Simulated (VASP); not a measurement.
# WCl5 in VASP: single point with r2SCAN+D4

Aim: the single point of WCl5 with r2SCAN+D4.

Everything below comes from runs of VASP 6.6.1. Logs are shortened: lines on timing, memory, paths and dates and some standing lists are left out, and cuts for length are marked.

## (1) Starting point

The cell holds a molecule in a box, 6 atoms: a = 14.000 Å, b = 14.000 Å, c = 14.000 Å, α = 90.00°, β = 90.00°, γ = 90.00°.

## (2) Single point, r2SCAN+D4, collinear spin, typed start

Contents of POSCAR:

```
WCl5
1.0
   14.0000000000      0.0000000000      0.0000000000
    0.0000000000     14.0000000000      0.0000000000
    0.0000000000      0.0000000000     14.0000000000
W Cl
1 5
Direct
    0.4971885377      0.5000000000      0.5000000000
    0.4996124509      0.5000000000      0.6649937678
    0.4996124509      0.5000000000      0.3350062322
    0.6572366774      0.5000000000      0.5000000000
    0.4231749465      0.6410658899      0.5000000000
    0.4231749465      0.3589341101      0.5000000000
```

Contents of INCAR.step1:

```
SYSTEM = WCl5
ALGO = Normal ; EDIFF = 1E-4
ENCUT = 520 ; GGA = PE
ISMEAR = 0 ; ISPIN = 2
LASPH = .TRUE. ; LCHARG = .FALSE.
LMAXMIX = 4 ; LREAL = .FALSE.
LWAVE = .TRUE. ; MAGMOM = 1 0 0 0 0 0
NBANDS = 38 ; NELM = 150
PREC = Accurate ; SIGMA = 0.05
```

Contents of INCAR.step2:

```
SYSTEM = WCl5
ALGO = Normal ; EDIFF = 1E-7
ENCUT = 520 ; ISIF = 2
ISMEAR = 0 ; ISPIN = 2
ISTART = 1 ; IVDW = 13
LASPH = .TRUE. ; LCHARG = .FALSE.
LMAXMIX = 4 ; LMIXTAU = .TRUE.
LORBIT = 11 ; LREAL = .FALSE.
LWAVE = .FALSE. ; MAGMOM = 1 0 0 0 0 0
METAGGA = R2SCAN ; NBANDS = 38
NELM = 150 ; PREC = Accurate
SIGMA = 0.05 ; VDW_A1 = 0.51559235
VDW_A2 = 5.77342911 ; VDW_S6 = 1.0
VDW_S8 = 0.6018749
```

Contents of KPOINTS:

```
k-points
0
G
  1 1 1
  0 0 0
```

Potentials or basis: VASP PAW PBE potentials, release 64 (W_sv, Cl).

The run is started by

```sh
$ cat potpaw_PBE.64/W_sv/POTCAR potpaw_PBE.64/Cl/POTCAR > POTCAR
$ cp INCAR.step1 INCAR
$ mpirun -np 1 vasp_gam > vasp.out
$ cp INCAR.step2 INCAR
$ mpirun -np 1 vasp_gam > vasp.out
```

OUTCAR:

```text
SYSTEM = WCl5
   EDIFF = 1E-7
   ENCUT = 520
   ISIF = 2
   ISMEAR = 0
   ISPIN = 2
   ISTART = 1
   IVDW = 13
   LASPH = .TRUE.
   LORBIT = 11
   LREAL = .FALSE.
   METAGGA = R2SCAN
   NELM = 150
   PREC = Accurate

 ion  position               nearest neighbor table
   1  0.497  0.500  0.500-   5 2.23   6 2.23   4 2.24   3 2.31   2 2.31
   2  0.500  0.500  0.665-   1 2.31
   3  0.500  0.500  0.335-   1 2.31
   4  0.657  0.500  0.500-   1 2.24
   5  0.423  0.641  0.500-   1 2.23
   6  0.423  0.359  0.500-   1 2.23

  LATTYP: Found a simple cubic cell.
 ALAT       =    14.0000000000

  Lattice vectors:

 A1 = (  14.0000000000,   0.0000000000,   0.0000000000)
 A2 = (   0.0000000000,  14.0000000000,   0.0000000000)
 A3 = (   0.0000000000,   0.0000000000,  14.0000000000)

Analysis of symmetry for initial positions (statically):
=====================================================================
 Subroutine PRICEL returns:
 Original cell was already a primitive cell.

 Routine SETGRP: Setting up the symmetry group for a
 simple cubic supercell.

 Subroutine GETGRP returns: Found  4 space group operations
 (whereof  4 operations were pure point group operations)
 out of a pool of 48 trial point group operations.

The static configuration has the point symmetry C_2v.

Analysis of symmetry for dynamics (positions and initial velocities):
=====================================================================
 Subroutine PRICEL returns:
 Original cell was already a primitive cell.

 Routine SETGRP: Setting up the symmetry group for a
 simple cubic supercell.

 Subroutine GETGRP returns: Found  4 space group operations
 (whereof  4 operations were pure point group operations)
 out of a pool of 48 trial point group operations.

The dynamic configuration has the point symmetry C_2v.

Analysis of structural, dynamic, and magnetic symmetry:
=====================================================================
 Subroutine PRICEL returns:
 Original cell was already a primitive cell.

 Routine SETGRP: Setting up the symmetry group for a
 simple cubic supercell.

 Subroutine GETGRP returns: Found  4 space group operations
 (whereof  4 operations were pure point group operations)
 out of a pool of 48 trial point group operations.

The overall configuration has the point symmetry C_2v.

 Subroutine INISYM returns: Found  4 space group operations
 (whereof  4 operations are pure point group operations),
 and found     1 'primitive' translations

----------------------------------------------------------------------------------------

                                     Primitive cell

  volume of cell :    2744.0000

  direct lattice vectors                    reciprocal lattice vectors
    14.000000000  0.000000000  0.000000000     0.071428571  0.000000000  0.000000000
     0.000000000 14.000000000  0.000000000     0.000000000  0.071428571  0.000000000
     0.000000000  0.000000000 14.000000000     0.000000000  0.000000000  0.071428571

  length of vectors
    14.000000000 14.000000000 14.000000000     0.071428571  0.071428571  0.071428571

  position of ions in fractional coordinates (direct lattice)
     0.497188538  0.500000000  0.500000000
     0.499612451  0.500000000  0.664993768
     0.499612451  0.500000000  0.335006232
     0.657236677  0.500000000  0.500000000
     0.423174946  0.641065890  0.500000000
     0.423174946  0.358934110  0.500000000

  ion indices of the primitive-cell ions
   primitive index   ion index
                 1           1
                 2           2
                 3           3
                 4           4
                 5           5
                 6           6

----------------------------------------------------------------------------------------

 KPOINTS: k-points

Automatic generation of k-mesh.
 Grid dimensions read from file:
 generate k-points for:    1    1    1

 Generating k-lattice:

  Cartesian coordinates                     Fractional coordinates (reciprocal lattice)
     0.071428571  0.000000000  0.000000000     1.000000000  0.000000000  0.000000000
     0.000000000  0.071428571  0.000000000     0.000000000  1.000000000  0.000000000
     0.000000000  0.000000000  0.071428571     0.000000000  0.000000000  1.000000000

  Length of vectors
     0.071428571  0.071428571  0.071428571

  Shift w.r.t. Gamma in fractional coordinates (k-lattice)
     0.000000000  0.000000000  0.000000000

 Subroutine IBZKPT returns following result:
 ===========================================

 Found      1 irreducible k-points:

 Following reciprocal coordinates:
            Coordinates               Weight
  0.000000  0.000000  0.000000      1.000000
   k-points           NKPTS =      1   k-points in BZ     NKDIM =      1   number of bands    NBANDS=     38
   number of dos      NEDOS =    301   number of ions     NIONS =      6
   total plane-waves  NPLWV = ******
   dimension x,y,z NGX =   108 NGY =  108 NGZ =  108
   dimension x,y,z NGXF=   216 NGYF=  216 NGZF=  216
   ions per type =               1   5
   NGX,Y,Z   is equivalent  to a cutoff of  12.82, 12.82, 12.82 a.u.
   NGXF,Y,Z  is equivalent  to a cutoff of  25.65, 25.65, 25.65 a.u.
 SYSTEM =  WCl5
   PREC   = accura    normal or accurate (medium, high low for compatibility)
   ISTART =      1    job   : 0-new  1-cont  2-samecut
   ICHARG =      0    charge: 1-file 2-atom 10-const
   ISPIN  =      2    spin polarized calculation?
   LNONCOLLINEAR =      F non collinear calculations
   LSORBIT =      F    spin-orbit coupling
   LASPH  =      T    aspherical Exc in radial PAW
   ENCUT  =  520.0 eV  38.22 Ry    6.18 a.u.  26.03 26.03 26.03*2*pi/ulx,y,z
   NELM   =    150;   NELMIN=  2; NELMDL=  0     # of ELM steps
   EDIFF  = 0.1E-06   stopping-criterion for ELM
   LREAL  =      F    real-space projection
   EDIFFG = 0.1E-05   stopping-criterion for IOM
   NSW    =      0    number of steps for IOM
   IBRION =     -1    ionic relax: 0-MD 1-quasi-New 2-CG
   NFREE  =      0    steps in history (QN), initial steepest desc. (CG)
   ISIF   =      2    stress and relaxation
   ISYM   =      2    0-nonsym 1-usesym 2-fastsym
   POTIM  = 0.5000    time-step for ionic-motion
   TEBEG  =    0.0;   TEEND  =   0.0 temperature during run
   PSTRESS=    0.0 pullay stress
   NELECT =      49.0000    total number of electrons
   NUPDOWN=      -1.0000    fix difference up-down
   EMIN   =  10.00;   EMAX   =-10.00  energy-range for DOS
   EFERMI =   0.00;   METHOD = LEGACY
   ISMEAR =     0;   SIGMA  =   0.05  broadening in eV -4-tet -1-fermi 0-gaus
   EFERMI_NEDOS =   21; number of points for ismear=-14 and -15
   IALGO  =     38    algorithm
   IMIX   =      4    mixing-type and parameters
     AMIX     =   0.40;   BMIX     =  1.00
     AMIX_MAG =   1.60;   BMIX_MAG =  1.00
  volume/ion in A,a.u.               =     457.33      3086.24
  Fermi-wavevector in a.u.,A,eV,Ry     =   0.427903  0.808620  2.491242  0.183101
  Thomas-Fermi vector in A             =   1.394847
   LORBIT       =     11    0 simple, 1 ext, 2 COOP (PROOUT), +10 PAW based schemes
   METAGGA = R2SCAN    functional components
   LHFCALC =     F    Hartree Fock is set to
   AEXX    =    0.0000 exact exchange contribution
   IVDW    =    13    specifies the selected vdW correction
   LEPSILON=     F    determine dielectric tensor
   LRPA    =     F    only Hartree local field effects (RPA)
 spin polarized calculation
 Gauss-broadening in eV      SIGMA  =   0.05
  energy-cutoff  :      520.00
  volume of cell :     2744.00
 maximum number of plane-waves:     36943
 NGX is ok and might be reduce to   108
   NGX = 53   NGY = 53   NGZ = 53

 number of electron      49.0000002 magnetization       1.0000000

 Free energy of the ion-electron system (eV)
  ---------------------------------------------------
  ext. energy  EPLUGINS =         0.00000000
  ---------------------------------------------------
  free energy    TOTEN  =       -87.24218910 eV

  energy without entropy =      -87.24218910  energy(sigma->0) =      -87.24218910

 E-fermi :  -5.1688     XC(G=0):  -0.6922

 val. band max:       -5.4023578490   @ k =   0.0000   0.0000   0.0000
 cond. band min:      -4.8795385167   @ k =   0.0000   0.0000   0.0000
 fundamental gap:      0.5228193323
 Fermi energy:        -5.1688429882

 spin component 1

 k-point     1 :       0.0000    0.0000    0.0000
  band No.  band energies     occupation
      1     -83.4026      1.00000
      2     -47.1947      1.00000
      3     -46.9825      1.00000
      4     -46.8289      1.00000
      5     -22.2925      1.00000
      6     -21.9260      1.00000
[... 28 lines left out ...]
     35       1.0756      0.00000
     36       1.1479      0.00000
 Fermi energy:        -5.1688429882

 spin component 2

 k-point     1 :       0.0000    0.0000    0.0000
  band No.  band energies     occupation
      1     -82.9838      1.00000
      2     -46.9825      1.00000
      3     -46.1733      1.00000
      4     -46.0412      1.00000
      5     -22.2914      1.00000
      6     -21.9338      1.00000
[... 28 lines left out ...]
     35       1.0833      0.00000
     36       1.1574      0.00000
 [bands above 36 left out]

------------------------ aborting loop because EDIFF is reached ----------------------------------------

  DFT-D4 for vdW energy calculation

  Edisp (eV):   -0.08554

  FORCE on cell =-STRESS in cart. coord.  units (eV):
  Direction    XX          YY          ZZ          XY          YZ          ZX
  --------------------------------------------------------------------------------------
  -------------------------------------------------------------------------------------
  Total      -0.03041    -0.00715    -0.04313     0.00000     0.00000     0.00000
  in kB      -0.01776    -0.00418    -0.02518     0.00000     0.00000     0.00000
  external pressure =       -0.02 kB  Pullay stress =        0.00 kB

 VOLUME and BASIS-vectors are now :
 -----------------------------------------------------------------------------
  energy-cutoff  :      520.00
  volume of cell :     2744.00
      direct lattice vectors                 reciprocal lattice vectors
    14.000000000  0.000000000  0.000000000     0.071428571  0.000000000  0.000000000
     0.000000000 14.000000000  0.000000000     0.000000000  0.071428571  0.000000000
     0.000000000  0.000000000 14.000000000     0.000000000  0.000000000  0.071428571

 POSITION                                       TOTAL-FORCE (eV/Angst)
 -----------------------------------------------------------------------------------
      6.96064      7.00000      7.00000         0.001020      0.000000      0.000000
      6.99457      7.00000      9.30991        -0.001668      0.000000      0.011212
      6.99457      7.00000      4.69009        -0.001668      0.000000     -0.011212
      9.20131      7.00000      7.00000         0.019061      0.000000      0.000000
      5.92445      8.97492      7.00000        -0.008373      0.019387      0.000000
      5.92445      5.02508      7.00000        -0.008373     -0.019387      0.000000
 -----------------------------------------------------------------------------------
    total drift:                                0.001453     -0.000000      0.000007

  FREE ENERGIE OF THE ION-ELECTRON SYSTEM (eV)
  ---------------------------------------------------
  free  energy   TOTEN  =       -87.3277255439 eV

  energy  without entropy=      -87.3277255439  energy(sigma->0) =      -87.32772554

 total charge

# of ion       s       p       d       tot
------------------------------------------
    1        2.349   6.325   3.127  11.801
    2        1.613   3.541   0.000   5.154
    3        1.613   3.541   0.000   5.154
    4        1.615   3.530   0.000   5.145
    5        1.617   3.536   0.000   5.153
    6        1.617   3.536   0.000   5.153
--------------------------------------------------
tot         10.424  24.010   3.127  37.560

 magnetization (x)

# of ion       s       p       d       tot
------------------------------------------
    1        0.013   0.005   0.732   0.750
    2        0.001   0.036   0.000   0.037
    3        0.001   0.036   0.000   0.037
    4        0.001   0.022   0.000   0.022
    5       -0.000  -0.008   0.000  -0.008
    6       -0.000  -0.008   0.000  -0.008
--------------------------------------------------
tot          0.016   0.082   0.732   0.829
```

It took 43 min on 1 thread of Intel Xeon 6975P-C (Granite Rapids), shared host; peak memory 4 GiB.

What came out:

| Quantity | Value |
| --- | --- |
| Free energy | -87.3277 eV |
| Largest force | 0.021 eV/Å |
| Gap between the frontier levels | 0.52 eV |
| Net moment | 1.00 μB per cell |
| Site moments | W +0.75; Cl +0.04, +0.02, -0.01 μB |
| Valence electrons inside the program's atomic spheres | W 11.80; Cl 5.15, 5.14 |
| Dispersion energy per atom | -0.014 eV |

Forces on the atoms (eV/Å):
```
W    0.001  0.000  0.000
Cl  -0.002  0.000  0.011
Cl  -0.002  0.000 -0.011
Cl   0.019  0.000  0.000
Cl  -0.008  0.019  0.000
Cl  -0.008 -0.019  0.000
```

Caveat: the PAW data sets were made with another functional, which shifts forces and pressure a little; spin-orbit coupling is left out, which moves the levels of the heavy elements. r2SCAN opens gaps a little over a GGA but as a rule still falls short of measured ones.
